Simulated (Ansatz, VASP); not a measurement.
# Cross-check of Cr (Chromium) between VASP and Ansatz

One calculation is typed for both programs; each brings its own data sets. How far apart do they land? The cell is taken from a series of runs on this material, whose earlier steps may have relaxed, scaled, displaced or heated it; both programs get it as it stands.

Main program and level: Ansatz 0.2.0; plane waves, with VASP 6.6.1 beside it; relaxation of cell and atoms at PBE.

## (1) The structure

Symmetry: Im-3m, No. 229, cubic system. The conventional cell has a = 2.850 Å, b = 2.850 Å, c = 2.850 Å, α = 90.00°, β = 90.00°, γ = 90.00°. Nearest to Cr lie 8 Cr at 2.47 Å.

Structure file:

```xyz
1
Lattice="-1.4248 1.4248 1.4248 1.4248 -1.4248 1.4248 1.4248 1.4248 -1.4248" Properties=species:S:1:pos:R:3 pbc="T T T"
Cr    0.0000    0.0000    0.0000
```

## (2) VASP: relaxation of cell and atoms, PBE

The relaxed volume is the usual yardstick between codes: in a stiff, nearly cubic crystal its relative difference is about their pressure difference at one cell divided by the bulk modulus.

Lines of VASP's logs that name or quote its potential files are left out, and so is its time.

Contents of INCAR:

```
SYSTEM = Cr
PREC = Accurate
ENCUT = 500
EDIFF = 1E-07
NELM = 120
ISMEAR = 0
SIGMA = 0.1
LREAL = .FALSE.
ALGO = Normal
GGA = PE
NBANDS = 12
LASPH = .TRUE.
LORBIT = 11
LWAVE = .FALSE.
LCHARG = .FALSE.
ISIF = 3
IBRION = 2
NSW = 80
EDIFFG = -0.005
GGA_COMPAT = .FALSE.
NELMIN = 4
```

Contents of POSCAR:

```
Cr
1.0
   -1.4248460000      1.4248460000      1.4248460000
    1.4248460000     -1.4248460000      1.4248460000
    1.4248460000      1.4248460000     -1.4248460000
Cr
1
Direct
    0.0000000000      0.0000000000      0.0000000000
```

Contents of KPOINTS:

```
Automatic mesh
0
Gamma
14 14 14
0 0 0
```

Potentials, in the order of the species: Cr_pv (PBE family, release 64).

Command:

```bash
$ mpirun -np 1 vasp_std
```

Numbers of over 12 decimals in the logs are rounded to 6 here.

What it wrote:

```text
[banner, memory and clock lines left out]
running    1 mpi-ranks, on    1 nodes
 distrk:  each k-point on    1 cores,    1 groups
 distr:  one band on    1 cores,    1 groups

 POSCAR found type information on POSCAR Cr
 POSCAR found :  1 types and       1 ions
 LDA part: xc-table for (Slater+PW92), standard interpolation
 POSCAR, INCAR and KPOINTS ok, starting setup
 FFT: planning ... GRIDC
 FFT: planning ... GRID_SOFT
 FFT: planning ... GRID
 WAVECAR not read
 entering main loop
       N       E                     dE             d eps       ncg     rms          rms(c)
DAV:   1     0.764422378240E+02    0.76442E+02   -0.70450E+03  2536   0.117E+03
DAV:   2    -0.100757078032E+02   -0.86518E+02   -0.83453E+02  2576   0.291E+02
DAV:   3    -0.111863429018E+02   -0.11106E+01   -0.11052E+01  2744   0.397E+01
DAV:   4    -0.111919940620E+02   -0.56512E-02   -0.56510E-02  2676   0.283E+00
DAV:   5    -0.111920624194E+02   -0.68357E-04   -0.68357E-04  2740   0.286E-01    0.129E+01
DAV:   6    -0.954055598406E+01    0.16515E+01   -0.43701E+00  2596   0.353E+01    0.200E+00
DAV:   7    -0.952347573509E+01    0.17080E-01   -0.52311E-02  2548   0.311E+00    0.106E+00
DAV:   8    -0.951335310973E+01    0.10123E-01   -0.26661E-03  2700   0.830E-01    0.130E-01
DAV:   9    -0.951332912542E+01    0.23984E-04   -0.46201E-04  2532   0.334E-01    0.362E-02
DAV:  10    -0.951332715465E+01    0.19708E-05   -0.79576E-06  2648   0.430E-02    0.761E-03
DAV:  11    -0.951332270754E+01    0.44471E-05   -0.41725E-07  2628   0.100E-02    0.121E-03
DAV:  12    -0.951332278800E+01   -0.80453E-07   -0.13365E-08  1296   0.178E-03
   1 F= -.95133228E+01 E0= -.95103638E+01  d E =-.951332E+01
 curvature:   0.00 expect dE= 0.000E+00 dE for cont linesearch  0.000E+00
 trial: gam= 0.00000 g(F)=  0.351E-61 g(S)=  0.765E-03 ort = 0.000E+00 (trialstep = 0.100E+01)
 search vector abs. value=  0.765E-03
 bond charge predicted
       N       E                     dE             d eps       ncg     rms          rms(c)
DAV:   1    -0.953467891749E+01   -0.21356E-01   -0.29691E-01  2496   0.962E+00    0.126E+00
DAV:   2    -0.951369897258E+01    0.20980E-01   -0.57015E-02  2556   0.405E+00    0.234E-01
DAV:   3    -0.951322515483E+01    0.47382E-03   -0.70881E-04  2548   0.440E-01    0.124E-01
DAV:   4    -0.951306431977E+01    0.16084E-03   -0.19819E-04  2612   0.181E-01    0.170E-02
DAV:   5    -0.951305865329E+01    0.56665E-05   -0.37305E-06  2536   0.278E-02    0.599E-03
DAV:   6    -0.951305732564E+01    0.13276E-05   -0.47504E-08  1680   0.316E-03    0.468E-04
DAV:   7    -0.951305742477E+01   -0.99123E-07   -0.10293E-08  1252   0.156E-03
   2 F= -.95130574E+01 E0= -.95101137E+01  d E =0.265363E-03
 trial-energy change:    0.000265  1 .order    0.000279   -0.000765    0.001323
 step:   0.3755(harm=  0.3665)  dis= 0.00000  next Energy=    -9.513467 (dE=-0.144E-03)
 bond charge predicted
       N       E                     dE             d eps       ncg     rms          rms(c)
DAV:   1    -0.952192958429E+01   -0.88723E-02   -0.11713E-01  2496   0.608E+00    0.768E-01
DAV:   2    -0.951371908549E+01    0.82105E-02   -0.22070E-02  2552   0.252E+00    0.133E-01
DAV:   3    -0.951353226569E+01    0.18682E-03   -0.25885E-04  2560   0.267E-01    0.724E-02
DAV:   4    -0.951346894267E+01    0.63323E-04   -0.76835E-05  2620   0.114E-01    0.104E-02
DAV:   5    -0.951346919085E+01   -0.24818E-06   -0.14316E-06  2528   0.175E-02    0.407E-03
DAV:   6    -0.951346990487E+01   -0.71402E-06   -0.23108E-08  1484   0.241E-03    0.259E-04
DAV:   7    -0.951346985372E+01    0.51145E-07   -0.41285E-09  1248   0.958E-04
   3 F= -.95134699E+01 E0= -.95105167E+01  d E =-.147066E-03
 curvature:  -0.18 expect dE=-0.272E-07 dE for cont linesearch -0.272E-07
 trial: gam= 0.00000 g(F)=  0.985E-62 g(S)=  0.149E-06 ort =-0.107E-04 (trialstep = 0.875E+00)
 search vector abs. value=  0.149E-06
 reached required accuracy - stopping structural energy minimisation
```

From OUTCAR (step 2):

```text
ion  position               nearest neighbor table
   1  0.000  0.000  0.000-

  LATTYP: Found a body centered cubic cell.
 ALAT       =     2.8496920000

 Subroutine GETGRP returns: Found 48 space group operations
 (whereof 48 operations were pure point group operations)

The static configuration has the point symmetry O_h .

 Found    104 irreducible k-points:

   k-points           NKPTS =    104   k-points in BZ     NKDIM =    104   number of bands    NBANDS=     12

   dimension x,y,z NGX =    18 NGY =   18 NGZ =   18
   dimension x,y,z NGXF=    36 NGYF=   36 NGZF=   36

   ENCUT  =  500.0 eV  36.75 Ry    6.06 a.u.   4.50  4.50  4.50*2*pi/ulx,y,z

   NELECT =      12.0000    total number of electrons

 k-points in reciprocal lattice and weights: Automatic mesh
   0.00000000  0.00000000  0.00000000       0.000
   0.07142857  0.00000000  0.00000000       0.004
   0.14285714  0.00000000  0.00000000       0.004
   0.21428571  0.00000000  0.00000000       0.004
   0.28571429  0.00000000  0.00000000       0.004
   0.35714286  0.00000000  0.00000000       0.004
   0.42857143  0.00000000  0.00000000       0.004
   0.50000000  0.00000000  0.00000000       0.002
   0.07142857  0.07142857  0.00000000       0.009
[...]
0.50000000  0.50000000  0.42857143       0.004
   0.50000000  0.50000000  0.50000000       0.000

 average (electrostatic) potential at core
       1 -65.8135

 E-fermi :  11.0845

 k-point     1 :       0.0000    0.0000    0.0000
  band No.  band energies     occupation
    ...
      3     -31.7179      2.00000
      4       3.1394      2.00000
      5      10.0912      2.00000
      6      10.0912      2.00000
      7      10.0912      2.00000
      8      12.1509      0.00000
      9      12.1509      0.00000
     10      18.1156      0.00000
     11      33.3242      0.00000
     12      33.3242      0.00000

 k-point     2 :       0.0714    0.0000    0.0000
  band No.  band energies     occupation
    ...
      3     -31.7182      2.00000
      4       3.3634      2.00000
      5      10.0046      2.00000
      6      10.0758      2.00000
      7      10.2431      2.00000
      8      12.0555      0.00000
      9      12.1571      0.00000
     10      18.1155      0.00000
     11      32.8021      0.00000
     12      33.2534      0.00000

 k-point     3 :       0.1429    0.0000    0.0000
  band No.  band energies     occupation
    ...
      3     -31.7190      2.00000
      4       4.0032      2.00000
      5       9.7684      2.00000
      6       9.9936      2.00000
      7      10.6820      2.00000
      8      11.8706      0.00000
      9      12.1800      0.00000
     10      18.1154      0.00000
     11      31.3380      0.00000
     12      32.7916      0.00000

  Total        0.0010133      0.0010133      0.0010133      0.0000000      0.0000000     -0.0000000
  in kB        0.1408614      0.1408614      0.1408614      0.0000000      0.0000000     -0.0000000
  external PRESSURE =       0.1408614 kB  Pullay stress =       0.0000000 kB

  energy-cutoff  :      500.00
  volume of cell :       11.53
      direct lattice vectors                 reciprocal lattice vectors
    -1.422968944  1.422968944  1.422968944     0.000000000  0.351378013  0.351378013
     1.422968944 -1.422968944  1.422968944     0.351378013  0.000000000  0.351378013
     1.422968944  1.422968944 -1.422968944     0.351378013  0.351378013  0.000000000

 POSITION                                       TOTAL-FORCE (eV/Angst)
 -----------------------------------------------------------------------------------
      0.00000      0.00000      0.00000        -0.000000      0.000000     -0.000000
 -----------------------------------------------------------------------------------
    total drift:                                0.000000      0.000000      0.000000

  FREE ENERGIE OF THE ION-ELECTRON SYSTEM (eV)
  ---------------------------------------------------
  free  energy   TOTEN  =        -9.5134698537 eV

  energy  without entropy=       -9.5075634521  energy(sigma->0) =       -9.51051665

 reached required accuracy - stopping structural energy minimisation

 total charge
# of ion       s       p       d       tot
------------------------------------------
    1        0.441   6.407   4.215  11.063

[... 3 further parts left out ...]
```

CONTCAR:

```
Cr
   1.00000000000000
    -1.4229689435311985    1.4229689435311985    1.4229689435311985
     1.4229689435311985   -1.4229689435311985    1.4229689435311985
     1.4229689435311985    1.4229689435311985   -1.4229689435311985
  Cr
     1
Direct
     0.0000000000000000    0.0000000000000000    0.0000000000000000
```

This run has no spin polarisation, so a moment on Cr, if there is one, isn't seen.

## (3) Ansatz: relaxation of cell and atoms, PBE

Ansatz runs on its default PAW (the set named soft_2) files.

The same cell, functional, mesh and smearing now go to Ansatz, which takes its cutoff from its data sets.

Contents of input.yaml:

```yaml
crystal:
  lattice:
    - [-1.4248462205, 1.4248462205, 1.4248462205]
    - [1.4248462205, -1.4248462205, 1.4248462205]
    - [1.4248462205, 1.4248462205, -1.4248462205]
  atoms:
    - { symbol: Cr, position: [0.0, 0.0, 0.0] }
kpoints:
  mp_grid: { grid: [14, 14, 14] }
hamiltonian:
  xc: pbe
scf:
  occupations: { method: gaussian, width: 0.1 }
output:
  forces: true
  stress: true
  eigenvalues: true
relax:
  adjacent_minimum: "off"
  f_tol: 0.005
  max_steps: 80
  cell: { stress_tol: 0.05 }
```

Command:

```bash
$ ansatz run input.yaml --threads 4 --pin off --max-ram 10240MiB --backend cpu --events-out ev --progress --plain --runs-dir out
```

What it wrote:

```text
Engine: ansatz 0.2.0, x86_64-unknown-linux-gnu
Pseudopotentials: kind: paw
Pseudopotential: Cr, paw, valence charge 14, recommended cutoff 420 eV (normal), Cr.paw.azcp
Functional definition: PBE
  parameter kappa = 0.804
  parameter beta = 0.066725
  exchange = pbe_x(kappa = kappa, mu = beta*pi^2/3)
  correlation = pbe_c(beta = beta)
Crystal: 1 atoms, lattice volume = 11.571 Å³
Basis set: ecut = 420 eV, 225 PW (Γ), exchange–correlation on 36×36×36 points (8 copies of the dense FFT grid, shifted against one another)
Bands: 11, of which v1, the nominal top of the filled ones, is band 7 counted from 1 (6 counted from 0)
Symmetry: 48 space group operations
Space group: Im-3m (ITA 229), of the structure as read, at distance tolerance 2.3e-5 Å
k-points: 104 of 2744
Non-local potential: Cr, projectors of the file, l = 0: 3, l = 1: 2, l = 2: 3, l = 3: 1
PAW form: soft (Blöchl's): semilocal exchange-correlation on the pseudo side does not see the compensation charge
PAW one-centre angular grid: Cr, 590 points (default); XC on 64 Gauss nodes
Initial density: superposition of atomic densities (neutral atoms: chi_scale 0, normalization atom), corrected by the library's trained network
Initial wavefunctions: pseudopotential atomic-orbital guess
Functional: x = pbe(κ = 0.804, μ = 0.219515), c = pbe(β = 0.066725)
SCF iter   1: F=—  HF=-3377.733283 eV  |F-HF|=—  |Δ(HF+E_count)|=         —  Δρ=2.59e-3  dr2=1.03e-4  ethr=1.77e-3  ⟨swp⟩=4.0  Hψ=5593  notcnv=0
preconditioner: auto → none  [metal: Δε(μ)=0.025 eV  Ē_g=7.379 eV  σ=0.100 eV  W_gap=0.14  n_scr=0 (ndim 8)  ℏωp=26.7 eV  f_vac=0.000  D(μ)=1.17/eV (n_scr^D=12)]
SCF iter   2: F=—  HF=-3377.733642 eV  |F-HF|=—  |Δ(HF+E_count)|=   3.59e-4  Δρ=1.30e-3  dr2=2.53e-5  ethr=7.35e-7  ⟨swp⟩=2.3  Hψ=2405  notcnv=0
SCF iter   3: F=—  HF=-3377.733802 eV  |F-HF|=—  |Δ(HF+E_count)|=   1.61e-4  Δρ=6.11e-4  dr2=3.00e-5  ethr=1.81e-7  ⟨swp⟩=2.1  Hψ=1845  notcnv=0
iter 4 did not close the SCF: its close was put off for the readings that it lacked (scf_convergence_deferred on its scf_iter line)
SCF iter   4: F=-3377.733794 eV  HF=-3377.733795 eV  |F-HF|=5.12e-8  |Δ(HF+E_count)|=   7.85e-6  Δρ=3.18e-5  dr2=5.21e-8  ethr=1.81e-7  ⟨swp⟩=3.0  Hψ=1901  notcnv=0
iter 5 did not close the SCF: its close was put off for the readings that it lacked (scf_convergence_deferred on its scf_iter line)
SCF iter   5: F=-3377.733795 eV  HF=-3377.733795 eV  |F-HF|=5.62e-9  |Δ(HF+E_count)|=   5.58e-9  Δρ=1.15e-5  dr2=9.73e-9  ethr=3.72e-10  ⟨swp⟩=2.1  Hψ=1839  notcnv=0
SCF iter   6: F=-3377.733795 eV  HF=-3377.733795 eV  |F-HF|=2.69e-10  |Δ(HF+E_count)|=  8.69e-10  Δρ=2.43e-6  dr2=4.43e-10  ethr=6.95e-11  ⟨swp⟩=2.1  Hψ=3276  notcnv=0
SCF 1 converged in 6 iterations: F = -3377.733795 eV  dr2 = 4.43e-10
  greatest PAW one-centre occupation: 1.000 electrons in one spin orbital (limit 2), on the Cr atom at site 0 (counted from 0), in its partial waves of l = 0
relax step   1: F+E_penalty+E_count = -3377.73379452 eV  Δ(F+E_penalty+E_count) = +0.000e0 eV  max|allowed force component| = 0.000e0 eV/Å  Δτ_max = 0.0000 Å  P = -0.390 GPa  Ω = 11.571 Å³  (6 SCF iters, dr2 threshold 1.00e-7 eV, accepted)
[...]
relax step   2: F+E_penalty+E_count = -3377.73382352 eV  Δ(F+E_penalty+E_count) = -2.899e-5 eV  max|allowed force component| = 0.000e0 eV/Å  Δτ_max = 0.0000 Å  P = -0.068 GPa  Ω = 11.556 Å³  energy of the carried Pulay correction = +8.401e-6 eV  (3 SCF iters, dr2 threshold 1.00e-7 eV, accepted)
[...]
relax step   3: F+E_penalty+E_count = -3377.73382599 eV  Δ(F+E_penalty+E_count) = -2.473e-6 eV  max|allowed force component| = 0.000e0 eV/Å  Δτ_max = 0.0000 Å  P = -0.002 GPa  Ω = 11.553 Å³  energy of the carried Pulay correction = +1.018e-5 eV  (4 SCF iters, dr2 threshold 1.16e-8 eV, accepted)
[...]
relax step   4: F+E_penalty+E_count = -3377.73381937 eV  Δ(F+E_penalty+E_count) = +6.617e-6 eV  max|allowed force component| = 0.000e0 eV/Å  Δτ_max = 0.0000 Å  P = -0.004 GPa  Ω = 11.553 Å³  stress off target by 3.54e-3 GPa  SCF on the basis re-selected at this cell (its energy is not comparable with the rows above)  (5 SCF iters)
basis re-selected at this cell: Δ(F+E_penalty+E_count) = +6.617e-6 eV, ΔP = -0.002 GPa vs the last step (what re-selecting the basis moved, of the pressure what is left beyond the Pulay correction that the steps carried, after the strain that the cell walked since its last selection, with what the two solves' SCF thresholds leave and, on support functions, any second-order correction that the steps lacked; it is no measure of the basis error at this ecutwfc). This SCF's stress stands 3.54e-3 GPa from its target on what of the cell is left free (relax.cell.stress_tol is 5.00e-2 GPa) and its largest allowed force component is 0.00e0 eV/Å (relax.f_tol is 5.00e-3 eV/Å): [rest of the remark cut]
SCF converged after 5 iterations
Free energy (F): -3377.733819 eV
Harris-Foulkes:  -3377.733819 eV  (|F-HF|=9.09e-13)
Internal energy: -3377.727976 eV  (E = F + TS)
E sigma→0 (E₀):  -3377.730898 eV
Entropy (-TS):   -0.005843 eV (-5.843 meV/atom)
Fermi energy:    19.526182 eV
--- Per-component energies (eV) ---
  E_band       = -144.495927
  E_kinetic    = 343.443881
  E_local      = -1174.744767  (includes V_loc(G=0)·N_el)
  E_nonlocal   = 78.356400
  E_hartree    = 513.234194
  E_xc         = -140.280680
  E_vxc        = -179.000341  (∫ρ·V_xc dr)
  E_paw        = -1194.689657  (= ΣΔE_a)
  E_vpaw       = -239.019785  (= ΣTr[D̂ρ^β])
  E_aug_tail   = 0.000304  (compensation charges beyond the density's cutoff)
  E_ewald      = -1803.047651
  E_smearing   = -0.005843  (= −TS)
  E_closure    = 0.000000  (closes the sum)
  Σ components = -3377.733819   (vs F -3377.733819, Δ=0.00e0)
--- Forces (eV/Å), atoms counted from 1 ---
  atom   1  Cr    -0.00000000    -0.00000000     0.00000000
  max |Σ_I F_I| component: 3.29e-32 eV/Å
--- Stress (GPa, compression-positive) ---
       -0.003536       0.000000       0.000000
        0.000000      -0.003536       0.000000
        0.000000      -0.000000      -0.003536
  P = ⅓ Tr σ = -0.0035 GPa (-0.035 kbar)
--- Band table (eV; the first three rows and the last of 104) ---
  k-point 0: bands = [... 3 lower, -23.2315, 11.5408, 18.5307, 18.5307, 18.5307, 20.5977, 20.5977, 41.7196]
  k-point 1: bands = [... 3 lower, -23.2318, 11.7643, 18.4440, 18.5154, 18.6834, 20.5021, 20.6042, 41.1512]
  k-point 2: bands = [... 3 lower, -23.2326, 12.4024, 18.2074, 18.4329, 19.1244, 20.3168, 20.6277, 39.6303]
  k-point 103: bands = [... 3 lower, -23.8648, 15.1093, 15.1093, 21.9074, 21.9074, 21.9074, 30.0081, 30.0081]
--- Relaxed structure (3 steps of the walk, 3 accepted, 1 SCFs on fresh bases) ---
  F+E_penalty+E_count = -3377.73381937 eV   max|allowed force component| = 0.000e0 eV/Å   (the final SCF, on the basis selected at the relaxed cell)
  cell:  # Å, volume = 11.5535 Å³
    - [-1.424133, 1.424133, 1.424133]
    - [1.424133, -1.424133, 1.424133]
    - [1.424133, 1.424133, -1.424133]
  atoms:
    - { symbol: Cr, position: [0.0, 0.0, 0.0] }
```

The column dr2 measures how far the density is from self-consistency, as an energy; F and HF (Harris–Foulkes) agree once it is small.

## (4) Side by side

Known differences besides the potentials themselves: the data sets hold 14 valence electrons in Ansatz (on its default PAW (the set named soft_2) files) and 12 in VASP; the cutoff is 420 eV in Ansatz and 500 eV in VASP; Ansatz adds a Pulay correction to the stress that steers its cell, VASP none. Total energies have different zeros and are not compared.

Both answers:

```csv
quantity,Ansatz,VASP,difference
volume (Å³),11.55,11.53,+0.25 %
"edge a after relaxation, in the typed setting (Å)",2.467,2.465,+0.08 %
```

## (5) Results

```
difference in volume (relaxation of cell and atoms, PBE) : 0.25 %
```

In words: The difference in volume is 0.25 % (relaxation of cell and atoms, PBE), within the 1.2 % picked in this series as the mark of a large difference, as far as the stopping tolerances let one tell. The data sets hold unlike numbers of valence electrons (14 in Ansatz and 12 in VASP), so part of the differences comes from the potentials. How closely two codes agree says nothing of how well the functional describes the real material.

[Lines on the potential files, build, host, timing and source positions are cut from VASP's logs without a mark.]

[Logs are printed without paths, hosts, clocks, repeated set-up lines and the standing remarks that a program may print on its own settings, such as how far it seeks lower states.]

[Hosts, paths, dates, database ids (printed as entryN), source tags and the programs' standing remarks are cut or masked in the printed files.]
